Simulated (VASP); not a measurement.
Level of theory: PBEsol GGA, VASP's PBE PAW potentials (set 64) (plane waves; VASP).

A VASP calculation is set up with these files.

KPOINTS:
```
Automatic mesh
0
Gamma
7 7 4
0 0 0
```

**INCAR**
```
SYSTEM=SnSe2
PREC=Accurate; ENCUT=300; LREAL=.FALSE.
LASPH=.TRUE.
EDIFF=1E-6; NELM=100; ALGO=Normal
LMAXMIX=4
ISMEAR=-1; SIGMA=0.05
GGA=PS
ISIF=2
LWAVE=.FALSE.; LCHARG=.FALSE.
```

File POSCAR:
```
SnSe2
1
    1.8669000000    -3.2335660000     0.0000000000
    1.8669000000     3.2335660000     0.0000000000
    0.0000000000     0.0000000000     6.0172000000
Sn Se
1 2
Direct
  0.0000000000   0.0000000000   0.0000000000
  0.3333330000   0.6666670000   0.2500000000
  0.6666670000   0.3333330000   0.7500000000
```

POTCAR, in this order: Sn_d Se (PBE.64 set). Program: vasp_std.

At this cut-off the stress carries a Pulay error, which pulls relaxed volumes low.

Task: What does the run give for the energy per atom (σ→0), pressure, largest force?

Result: 
- energy per atom (σ→0) = -4.268 eV/atom
- pressure = 7.53 GPa
- largest force = 1.206 eV/Å

OSZICAR:
```
...
DAV:   6    -0.128442683180E+02    0.25524E+00   -0.51019E-01  1425   0.884E+00    0.364E+00
DAV:   7    -0.128066201952E+02    0.37648E-01   -0.18410E-01  1233   0.344E+00    0.872E-01
DAV:   8    -0.128042930971E+02    0.23271E-02   -0.14684E-02  1244   0.143E+00    0.270E-01
DAV:   9    -0.128042959179E+02   -0.28208E-05   -0.13375E-03  1093   0.256E-01    0.716E-02
DAV:  10    -0.128042975436E+02   -0.16257E-05   -0.10305E-04  1363   0.881E-02    0.257E-02
DAV:  11    -0.128043090095E+02   -0.11466E-04   -0.19831E-05  1027   0.273E-02    0.462E-03
DAV:  12    -0.128043099162E+02   -0.90665E-06   -0.93919E-07  1041   0.800E-03
   1 F= -.12804310E+02 E0= -.12804296E+02  d E =-.283937E-04
```

The structure is a typed SnSe2 crystal. The cell was not relaxed at this level, and its volume differs by -5.9 % from the start's.
